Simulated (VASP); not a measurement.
A convergence study with VASP on Zr (hcp): one setting is varied, all else stays as given below, so the limit is that of these other settings.

```yaml
crystal:
  lattice:
    - [1.61500, -2.79726, 0.00000]
    - [1.61500, 2.79726, 0.00000]
    - [0.00000, 0.00000, 5.15000]
  atoms:
    - { symbol: Zr, position: [0.33333, 0.66667, 0.25000] }
    - { symbol: Zr, position: [0.66667, 0.33333, 0.75000] }
```

Level of theory: LDA (Ceperley-Alder, Perdew-Zunger), VASP's LDA PAW potentials (set 64) (plane waves; VASP 6.6.1). The tightest run used: 550 eV cut-off, 19×19×10 Monkhorst-Pack mesh, first-order Methfessel-Paxton smearing of 0.10 eV, potentials Zr_sv.

Task: The settings run are 1×1×1 mesh; 2×2×1 mesh; 3×3×2 mesh; 4×4×2 mesh; 5×5×3 mesh; 6×6×3 mesh; 7×7×4 mesh; 8×8×4 mesh; 9×9×5 mesh; 10×10×5 mesh; 11×11×6 mesh; 12×12×6 mesh; 13×13×7 mesh; 14×14×7 mesh; 15×15×8 mesh; 16×16×9 mesh; 17×17×9 mesh; 18×18×10 mesh; 19×19×10 mesh. From which on does the energy per atom stay within 0.01 eV/atom of the tightest run?

Result: From 8×8×4 mesh on: it is off by 0.0014 there and by no more than 0.01 in any finer run, while 7×7×4 mesh is off by 0.0175.
```csv
setting,E (eV/atom),pressure (GPa),irreducible k-points,difference judged (eV/atom)
1×1×1 mesh,-7.8508,34.55,1,1.4129
2×2×1 mesh,-9.2819,-3.44,2,0.0182
3×3×2 mesh,-9.2790,-6.84,3,0.0153
4×4×2 mesh,-9.2890,-5.50,6,0.0253
5×5×3 mesh,-9.2616,-5.60,10,0.0021
6×6×3 mesh,-9.2498,-5.32,24,0.0139
7×7×4 mesh,-9.2462,-5.80,16,0.0175
8×8×4 mesh,-9.2651,-6.07,40,0.0014
9×9×5 mesh,-9.2649,-5.94,36,0.0012
10×10×5 mesh,-9.2626,-6.02,90,0.0011
11×11×6 mesh,-9.2621,-6.01,48,0.0016
12×12×6 mesh,-9.2649,-6.07,126,0.0012
13×13×7 mesh,-9.2624,-6.01,84,0.0013
14×14×7 mesh,-9.2636,-6.02,224,0.0001
15×15×8 mesh,-9.2649,-5.94,108,0.0012
16×16×9 mesh,-9.2639,-6.00,360,0.0002
17×17×9 mesh,-9.2637,-5.99,165,0.0000
18×18×10 mesh,-9.2636,-5.98,450,0.0001
19×19×10 mesh,-9.2637,-5.98,200,0.0000
```

Left out are rungs that failed or repeat a setting and relaxations that didn't move; long series are thinned to 24 rows.

The compound is Zr in the hcp structure. The cell was not relaxed at this level.
